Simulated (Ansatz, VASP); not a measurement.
Two plane-wave programs on B3O7

```
CELL_PARAMETERS angstrom
4.82922 0.00000 0.00000
-2.41461 4.18223 0.00000
0.00000 0.00000 5.49082
ATOMIC_POSITIONS crystal
B 0.66667 0.33333 0.75301
B 0.66667 0.33333 0.24699
B 0.00000 0.00000 0.00000
O 0.66667 0.33333 0.50000
O 0.33182 0.16591 0.84165
O 0.83409 0.16591 0.84165
O 0.83409 0.66818 0.84165
O 0.33182 0.16591 0.15835
O 0.83409 0.16591 0.15835
O 0.83409 0.66818 0.15835
```

Alike in both runs: functional PBE; k mesh 6 × 6 × 4; occupations gaussian, width 0.1 eV; no spin polarisation.

Ansatz relaxed the structure, and its values are those at the end. VASP's run is a single point on that final structure, the one shown.

|  | VASP | Ansatz |
| --- | --- | --- |
| version | VASP 6.6.1 | Ansatz 0.2.0 |
| potentials or method | VASP PAW PBE potentials, release 64 (B, O) | scalar-relativistic, plane waves, PAW |
| plane-wave cutoff (eV) | 520 | 420 |
| valence electrons in the cell | 51 | 51 |

|  | VASP | Ansatz | Ansatz less VASP |
| --- | --- | --- | --- |
| gap on the k mesh at the Fermi level (eV) | none | none | - |
| pressure (GPa) | 0.1 | -0.1 | -0.18 |
| rms of the force components (eV/Å) | 0.022 | 0.006 | -0.0160 |

A gap of «none» marks a metal or a gap that the smearing closes. With one functional, cell and mesh, what is left measures potentials, basis and numerics.

Caveats: an odd number of electrons without spin polarisation forces a metal; a magnetic or distorted state may lie lower.
